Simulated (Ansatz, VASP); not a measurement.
# TiO2 (Anatase) in two plane-wave programs

Aim: how closely do two programs agree when they are given the same cell, functional and k mesh? The cell is taken from a series of runs on this material, whose earlier steps may have relaxed, scaled, displaced or heated it; both programs get it as it stands.

Main program and level: Ansatz 0.2.0; plane waves, with VASP 6.6.1 beside it; G0W0 gap at PBE, DFT+U.

## (1) Starting point

It takes space group I4_1/amd (No. 141, tetragonal). The conventional cell has a = 3.784 Å, b = 3.784 Å, c = 9.515 Å, α = 90.00°, β = 90.00°, γ = 90.00°. Ti has 6 O at 1.93 to 1.98 Å nearest. Nearest to O lie 3 Ti at 1.93 to 1.98 Å. Farther neighbours and most contacts between anions are not listed.

Structure file:

```cif
data_structure
_symmetry_space_group_name_H-M 'I4_1/amd:1'
_symmetry_Int_Tables_number 141
_cell_length_a 3.7842
_cell_length_b 3.7842
_cell_length_c 9.5146
_cell_angle_alpha 90.000
_cell_angle_beta 90.000
_cell_angle_gamma 90.000
_cell_volume 136.25
loop_
_atom_site_label
_atom_site_type_symbol
_atom_site_symmetry_multiplicity
_atom_site_Wyckoff_symbol
_atom_site_fract_x
_atom_site_fract_y
_atom_site_fract_z
_atom_site_occupancy
Ti1 Ti 4 a 0.00000 0.00000 0.00000 1
O1 O 8 e 0.00000 0.00000 0.20810 1
```

## (2) VASP: G0W0 gap, PBE, DFT+U

Quasiparticle shifts depend on high empty states and on the cores, so they are the hardest test of two PAW sets.

Lines of VASP's logs that name or quote its potential files are left out, and so is its time.

The run reads the wave functions of an earlier VASP run, which isn't shown here.

INCAR reads:

```
SYSTEM = TiO2
PREC = Accurate
ENCUT = 440
ISMEAR = 0
SIGMA = 0.01
LREAL = .FALSE.
GGA = PE
NBANDS = 320
LASPH = .TRUE.
LMAXMIX = 4
ALGO = EVGW0
NELMGW = 1
ENCUTGW = 150
NOMEGA = 64
PRECFOCK = Fast
NBANDSGW = 32
LWAVE = .FALSE.
LCHARG = .FALSE.
```

POSCAR reads:

```
TiO2
1.0
   -1.8921000000      1.8921000000      4.7573000000
    1.8921000000     -1.8921000000      4.7573000000
    1.8921000000      1.8921000000     -4.7573000000
Ti O
2 4
Direct
    0.0000000000      0.0000000000      0.0000000000
    0.7500000000      0.2500000000      0.5000000000
    0.2081000000      0.2081000000      0.0000000000
    0.9581000000      0.4581000000      0.5000000000
    0.5419000000      0.0419000000      0.5000000000
    0.7919000000      0.7919000000      0.0000000000
```

KPOINTS reads:

```
Automatic mesh
0
Gamma
6 6 6
0 0 0
```

PAW data sets: Ti_sv_GW and O_GW (PBE family, release 64).

Run with:

```bash
> mpirun -np 16 vasp_std
```

Numbers of over 12 decimals in the logs are rounded to 6 here.

Log:

```text
[banner, memory and clock lines left out]
running   16 mpi-ranks, on    1 nodes
 distrk:  each k-point on   16 cores,    1 groups
 distr:  one band on    1 cores,   16 groups

 POSCAR found type information on POSCAR TiO
 POSCAR found :  2 types and       6 ions
|                                                                             |
|           W    W    AA    RRRRR   N    N  II  N    N   GGGG   !!!           |
|           W    W   A  A   R    R  NN   N  II  NN   N  G    G  !!!           |
|           W    W  A    A  R    R  N N  N  II  N N  N  G       !!!           |
|           W WW W  AAAAAA  RRRRR   N  N N  II  N  N N  G  GGG   !            |
|           WW  WW  A    A  R   R   N   NN  II  N   NN  G    G                |
|           W    W  A    A  R    R  N    N  II  N    N   GGGG   !!!           |
|                                                                             |
|     For optimal performance we recommend to set                             |
|       NCORE = 2 up to number-of-cores-per-socket                            |
|     NCORE specifies how many cores store one orbital (NPAR=cpu/NCORE).      |
|     This setting can greatly improve the performance of VASP for DFT.       |
|     The default, NCORE=1 might be grossly inefficient on modern             |
|     multi-core architectures or massively parallel machines. Do your        |
|     Unfortunately you need to use the default for GW and RPA                |
|     calculations (for HF NCORE is supported but not extensively tested      |
|     yet).                                                                   |
|                                                                             |

|                                                                             |
|           W    W    AA    RRRRR   N    N  II  N    N   GGGG   !!!           |
|           W    W   A  A   R    R  NN   N  II  NN   N  G    G  !!!           |
|           W    W  A    A  R    R  N N  N  II  N N  N  G       !!!           |
|           W WW W  AAAAAA  RRRRR   N  N N  II  N  N N  G  GGG   !            |
|           WW  WW  A    A  R   R   N   NN  II  N   NN  G    G                |
|           W    W  A    A  R    R  N    N  II  N    N   GGGG   !!!           |
|                                                                             |
|     The default for ENCUTGWSOFT is different in this version of VASP.       |
|     please manually set ENCUTGWSOFT =150 in the INCAR file.                 |
|                                                                             |

 LDA part: xc-table for (Slater+PW92), standard interpolation
 found WAVECAR, reading the header
 POSCAR, INCAR and KPOINTS ok, starting setup
 FFT: planning ... GRIDC
 FFT: planning ... GRID_SOFT
 FFT: planning ... GRID
 reading WAVECAR
 the WAVECAR file was read successfully
 initial charge from wavefunction
 available memory per node:     36.26 GB, setting MAXMEM to     37125

 The Fermi energy was updated, please check that it is located mid-gap
 values below the HOMO (VB) or above the LUMO (CB) will cause erroneous energies
 E-fermi :   4.7832

 calculate exact exchange contribution
 the WAVEDER file was read successfully
energies w=
    0.000    0.000    1.121    0.000    2.239    0.000    3.352    0.000
    4.458    0.000    5.555    0.000    6.640    0.000    7.713    0.000
    8.773    0.000    9.818    0.000   10.849    0.000   11.865    0.000
   12.868    0.000   13.857    0.000   14.834    0.000   15.799    0.000
   16.755    0.000   17.701    0.000   18.641    0.000   19.575    0.000
   20.506    0.000   21.435    0.000   22.365    0.000   23.297    0.000
   24.234    0.000   25.179    0.000   26.133    0.000   27.101    0.000
   28.083    0.000   29.085    0.000   30.109    0.000   31.159    0.000
   32.239    0.000   33.354    0.000   34.509    0.000   35.710    0.000
   36.962    0.000   38.274    0.000   39.653    0.000   41.110    0.000
   42.654    0.000   44.299    0.000   46.061    0.000   47.957    0.000
   50.007    0.000   52.237    0.000   54.677    0.000   57.367    0.000
   60.349    0.000   63.683    0.000   67.440    0.000   71.714    0.000
   76.626    0.000   82.335    0.000   89.059    0.000   97.099    0.000
  106.882    0.000  119.048    0.000  134.574    0.000  155.062    0.000
  183.305    0.000  224.666    0.000  290.910    0.000  413.819    0.000
 responsefunction array rank=     304
 LDA part: xc-table for (Slater+PW92), standard interpolation

 min. memory requirement per mpi rank    623.0 MB, per node   9968.1 MB

 allocating   4 responsefunctions rank=   304
 shmem allocating  64 responsefunctions rank=   304
 response function shared by NCSHMEM nodes    1
 Doing            4  frequencies on each core in blocks of           64
NQ=   1    0.0000    0.0000    0.0000,
|.........|.........|.........|.........|.........|.........|.........|.........
 performed       3683000 updates of chi_q(r,r)
 total number of BLAS operations       2529.68 Gflops
NQ=   2    0.1667   -0.0000    0.0000,
|.........|.........|.........|.........|.........|.........|.........|.........
 performed       9864000 updates of chi_q(r,r)
 total number of BLAS operations       6746.42 Gflops
NQ=   3    0.3333    0.0000    0.0000,
|.........|.........|.........|.........|.........|.........|.........|.........
 performed      16045000 updates of chi_q(r,r)
 total number of BLAS operations      10596.05 Gflops
NQ=   4    0.5000    0.0000    0.0000,
|.........|.........|.........|.........|.........|.........|.........|.........
 performed      21325000 updates of chi_q(r,r)
 total number of BLAS operations      14051.62 Gflops
NQ=   5    0.1667    0.1667    0.0000,
|.........|.........|.........|.........|.........|.........|.........|.........
 performed      27998000 updates of chi_q(r,r)
 total number of BLAS operations      18207.34 Gflops
NQ=   6    0.3333    0.1667   -0.0000,
|.........|.........|.........|.........|.........|.........|.........|.........
 performed      35490000 updates of chi_q(r,r)
 total number of BLAS operations      22940.33 Gflops
NQ=   7    0.5000    0.1667    0.0000,
|.........|.........|.........|.........|.........|.........|.........|.........
 performed      42982000 updates of chi_q(r,r)
 total number of BLAS operations      27774.92 Gflops
NQ=   8   -0.3333    0.1667   -0.0000,
|.........|.........|.........|.........|.........|.........|.........|.........
 performed      50474000 updates of chi_q(r,r)
 total number of BLAS operations      32643.62 Gflops
NQ=   9   -0.1667    0.1667    0.0000,
|.........|.........|.........|.........|.........|.........|.........|.........
 performed      55734000 updates of chi_q(r,r)
 total number of BLAS operations      36207.19 Gflops
NQ=  10    0.3333    0.3333    0.0000,
|.........|.........|.........|.........|.........|.........|.........|.........
 performed      62407000 updates of chi_q(r,r)
 total number of BLAS operations      40543.57 Gflops
NQ=  11    0.5000    0.3333   -0.0000,
|.........|.........|.........|.........|.........|.........|.........|.........
 performed      69899000 updates of chi_q(r,r)
 total number of BLAS operations      45549.89 Gflops
NQ=  12   -0.3333    0.3333    0.0000,
|.........|.........|.........|.........|.........|.........|.........|.........
 performed      75159000 updates of chi_q(r,r)
 total number of BLAS operations      49187.32 Gflops
NQ=  13    0.5000    0.5000    0.0000,
|.........|.........|.........|.........|.........|.........|.........|.........
 performed      79415000 updates of chi_q(r,r)
 total number of BLAS operations      52051.27 Gflops
NQ=  14    0.1667    0.1667    0.1667,
|.........|.........|.........|.........|.........|.........|.........|.........
 performed      86088000 updates of chi_q(r,r)
 total number of BLAS operations      56448.72 Gflops
NQ=  15    0.3333    0.1667    0.1667,
|.........|.........|.........|.........|.........|.........|.........|.........
 performed      92761000 updates of chi_q(r,r)
 total number of BLAS operations      60754.73 Gflops
NQ=  16   -0.1667    0.1667    0.1667,
|.........|.........|.........|.........|.........|.........|.........|.........
 performed      98000000 updates of chi_q(r,r)
 total number of BLAS operations      64183.49 Gflops
NQ=  17    0.3333    0.3333    0.1667,
|.........|.........|.........|.........|.........|.........|.........|.........
 performed     102994000 updates of chi_q(r,r)
 total number of BLAS operations      67405.89 Gflops
NQ=  18   -0.3333    0.3333    0.1667,
|.........|.........|.........|.........|.........|.........|.........|.........
 performed     109175000 updates of chi_q(r,r)
 total number of BLAS operations      71479.46 Gflops
NQ=  19   -0.1667    0.3333    0.1667,
|.........|.........|.........|.........|.........|.........|.........|.........
 performed     115315000 updates of chi_q(r,r)
 total number of BLAS operations      75414.02 Gflops
NQ=  20    0.5000    0.5000    0.1667,
|.........|.........|.........|.........|.........|.........|.........|.........
 performed     120575000 updates of chi_q(r,r)
 total number of BLAS operations      78713.28 Gflops
NQ=  21   -0.3333    0.5000    0.1667,
|.........|.........|.........|.........|.........|.........|.........|.........
 performed     128067000 updates of chi_q(r,r)
 total number of BLAS operations      83581.97 Gflops
NQ=  22   -0.1667    0.5000    0.1667,
|.........|.........|.........|.........|.........|.........|.........|.........
 performed     134207000 updates of chi_q(r,r)
 total number of BLAS operations      87544.39 Gflops
NQ=  23   -0.3333   -0.3333    0.1667,
|.........|.........|.........|.........|.........|.........|.........|.........
 performed     140880000 updates of chi_q(r,r)
 total number of BLAS operations      91789.96 Gflops
NQ=  24   -0.1667   -0.3333    0.1667,
|.........|.........|.........|.........|.........|.........|.........|.........
 performed     147020000 updates of chi_q(r,r)
 total number of BLAS operations      95808.39 Gflops
NQ=  25   -0.1667   -0.1667    0.1667,
|.........|.........|.........|.........|.........|.........|.........|.........
 performed     151276000 updates of chi_q(r,r)
 total number of BLAS operations      98652.63 Gflops
NQ=  26   -0.3333    0.3333    0.3333,
|.........|.........|.........|.........|.........|.........|.........|.........
 performed     156515000 updates of chi_q(r,r)
 total number of BLAS operations     101892.25 Gflops
NQ=  27    0.5000    0.5000    0.3333,
|.........|.........|.........|.........|.........|.........|.........|.........
 performed     161775000 updates of chi_q(r,r)
 total number of BLAS operations     105238.81 Gflops
NQ=  28   -0.3333    0.5000    0.3333,
|.........|.........|.........|.........|.........|.........|.........|.........
 performed     167915000 updates of chi_q(r,r)
 total number of BLAS operations     108981.14 Gflops
NQ=  29   -0.3333   -0.3333    0.3333,
|.........|.........|.........|.........|.........|.........|.........|.........
 performed     172171000 updates of chi_q(r,r)
 total number of BLAS operations     111689.26 Gflops
NQ=  30    0.5000    0.5000    0.5000,
|.........|.........|.........|.........|.........|.........|.........|.........
 performed     175854000 updates of chi_q(r,r)
 total number of BLAS operations     114032.56 Gflops
 resolving degeneracies of screened two electron integrals

 calculate QP shifts <psi_nk| G(iteration)W_0 |psi_nk>: iteration 1
 entering main loop
```

Parts of OUTCAR (step 2):

```text
ion  position               nearest neighbor table
   1  0.000  0.000  0.000-   5 1.93   4 1.93   5 1.93   4 1.93   3 1.98   6 1.98
   2  0.750  0.250  0.500-   6 1.93   3 1.93   6 1.93   3 1.93   4 1.98   5 1.98
   3  0.208  0.208  0.000-   2 1.93   2 1.93   1 1.98
   4  0.958  0.458  0.500-   1 1.93   1 1.93   2 1.98
   5  0.542  0.042  0.500-   1 1.93   1 1.93   2 1.98
   6  0.792  0.792  0.000-   2 1.93   2 1.93   1 1.98

  LATTYP: Found a body centered tetragonal cell.
 ALAT       =     3.7842000000
 C/A-ratio  =     2.5142962846

 Subroutine GETGRP returns: Found 16 space group operations
 (whereof  8 operations were pure point group operations)

The static configuration has the point symmetry D_2d.
 The point group associated with its full space group is D_4h.

 Found     30 irreducible k-points:

   k-points           NKPTS =     30   k-points in BZ     NKDIM =    216   number of bands    NBANDS=    320

   dimension x,y,z NGX =    40 NGY =   40 NGZ =   40
   dimension x,y,z NGXF=    80 NGYF=   80 NGZF=   80

   ENCUT  =  440.0 eV  32.34 Ry    5.69 a.u.   9.34  9.34  9.34*2*pi/ulx,y,z

   NELECT =      48.0000    total number of electrons

  energy-cutoff  :      440.00
  volume of cell :       68.13
      direct lattice vectors                 reciprocal lattice vectors
    -1.892100000  1.892100000  4.757300000     0.000000000  0.264256646  0.105101633
     1.892100000 -1.892100000  4.757300000     0.264256646  0.000000000  0.105101633
     1.892100000  1.892100000 -4.757300000     0.264256646  0.264256646  0.000000000

 k-points in reciprocal lattice and weights: Automatic mesh
   0.00000000  0.00000000  0.00000000       0.005
   0.16666667 -0.00000000  0.00000000       0.037
   0.33333333  0.00000000  0.00000000       0.037
   0.50000000  0.00000000  0.00000000       0.019
   0.16666667  0.16666667  0.00000000       0.037
   0.33333333  0.16666667 -0.00000000       0.074
   0.50000000  0.16666667  0.00000000       0.074
  -0.33333333  0.16666667 -0.00000000       0.074
  -0.16666667  0.16666667  0.00000000       0.019
[...]
-0.33333333 -0.33333333  0.33333333       0.009
   0.50000000  0.50000000  0.50000000       0.005

 E-fermi :   4.7832

 QP shifts <psi_nk| G(iteration)W_0 |psi_nk>: iteration 1
 for sc-GW calculations column KS-energies equals QP-energies in previous step
 and V_xc(KS)=  KS-energies - (<T + V_ion + V_H > + <T+V_H+V_ion>^1  + <V_x>^1)
 k-point   1 :       0.0000    0.0000    0.0000
  band No.  KS-energies  QP-energies   sigma(KS)   V_xc(KS)     V^pw_x(r,r')   Z            occupation Imag(sigma)
    ...
     21       2.7930       2.3504     -21.0654     -20.4588     -25.0344       0.7297       2.0000       0.2555
     22       2.7930       2.3504     -21.0654     -20.4588     -25.0344       0.7297       2.0000       0.2555
     23       3.0787       2.6225     -19.9255     -19.2836     -24.4295       0.7106       2.0000       0.3078
     24       3.0787       2.6225     -19.9255     -19.2836     -24.4295       0.7106       2.0000       0.3078
     25       6.0494       6.6398     -16.9153     -17.7223     -10.7943       0.7316       0.0000      -0.2822
     26       6.8313       7.5146     -17.8324     -18.7897     -10.9763       0.7138       0.0000      -0.3440
     27       7.8746       8.6209     -18.4325     -19.5019     -11.7172       0.6979       0.0000      -0.3869
     28       7.8746       8.6209     -18.4325     -19.5019     -11.7172       0.6979       0.0000      -0.3869
    ...

 k-point   2 :       0.1667   -0.0000    0.0000
  band No.  KS-energies  QP-energies   sigma(KS)   V_xc(KS)     V^pw_x(r,r')   Z            occupation Imag(sigma)
    ...
     21       2.5689       2.0752     -19.8190     -19.1277     -23.9746       0.7141       2.0000       0.3049
     22       2.7667       2.2921     -20.2595     -19.5975     -24.6312       0.7168       2.0000       0.2981
     23       2.8262       2.3754     -20.6686     -20.0466     -24.7270       0.7248       2.0000       0.2694
     24       3.0758       2.6137     -20.1772     -19.5324     -24.6096       0.7166       2.0000       0.2948
     25       6.5802       7.2237     -17.5914     -18.4830     -11.6658       0.7217       0.0000      -0.2925
     26       6.9339       7.6157     -17.8287     -18.7893     -10.9801       0.7098       0.0000      -0.3471
     27       7.3459       8.1350     -18.3228     -19.4320     -11.7402       0.7114       0.0000      -0.3412
     28       7.6126       8.3951     -18.5201     -19.6381     -11.7810       0.6999       0.0000      -0.3664
    ...

 k-point   3 :       0.3333    0.0000    0.0000
  band No.  KS-energies  QP-energies   sigma(KS)   V_xc(KS)     V^pw_x(r,r')   Z            occupation Imag(sigma)
    ...
     21       1.9455       1.3795     -18.8881     -18.0867     -23.0765       0.7062       2.0000       0.3565
     22       2.6838       2.1648     -19.4082     -18.6743     -23.9973       0.7072       2.0000       0.3345
     23       2.7077       2.2492     -21.1345     -20.5060     -25.3109       0.7295       2.0000       0.2628
     24       2.9387       2.4713     -20.4623     -19.8152     -24.8257       0.7224       2.0000       0.2847
     25       7.0420       7.7184     -17.7539     -18.7072     -10.9988       0.7096       0.0000      -0.3467
     26       7.2938       8.0845     -18.3524     -19.4655     -11.7909       0.7104       0.0000      -0.3401
     27       7.4584       8.1753     -18.3686     -19.3898     -11.8590       0.7020       0.0000      -0.3584
     28       7.5538       8.3251     -18.4899     -19.5908     -11.6358       0.7006       0.0000      -0.3704
    ...

 k-point   4 :       0.5000    0.0000    0.0000
  band No.  KS-energies  QP-energies   sigma(KS)   V_xc(KS)     V^pw_x(r,r')   Z            occupation Imag(sigma)
    ...
     21       1.6381       1.0415     -18.7040     -17.8548     -23.0567       0.7025       2.0000       0.3889
     22       2.5978       2.0553     -19.1581     -18.3903     -23.7865       0.7064       2.0000       0.3453
     23       2.6673       2.2043     -21.2071     -20.5708     -25.4660       0.7276       2.0000       0.2645
     24       2.8828       2.4166     -20.4522     -19.8042     -24.8924       0.7194       2.0000       0.2906
     25       7.1883       7.8689     -17.8236     -18.7879     -10.9385       0.7058       0.0000      -0.3582
     26       7.4586       8.1680     -18.0754     -19.0825     -11.4065       0.7044       0.0000      -0.3632
     27       7.4660       8.2668     -18.3790     -19.5090     -11.8399       0.7087       0.0000      -0.3487
     28       7.6218       8.3924     -18.6888     -19.7983     -11.6695       0.6945       0.0000      -0.3834
    ...

[... 4 further parts left out ...]
```

This run has no spin polarisation, so a moment on Ti, if there is one, isn't seen.

[end of part 1 of 2]

[Lines on the potential files, build, host, timing and source positions are cut from VASP's logs without a mark.]

[Logs are printed without paths, hosts, clocks, repeated set-up lines and the standing remarks that a program may print on its own settings, such as how far it seeks lower states.]

[Hosts, paths, dates, database ids (printed as entryN), source tags and the programs' standing remarks are cut or masked in the printed files.]
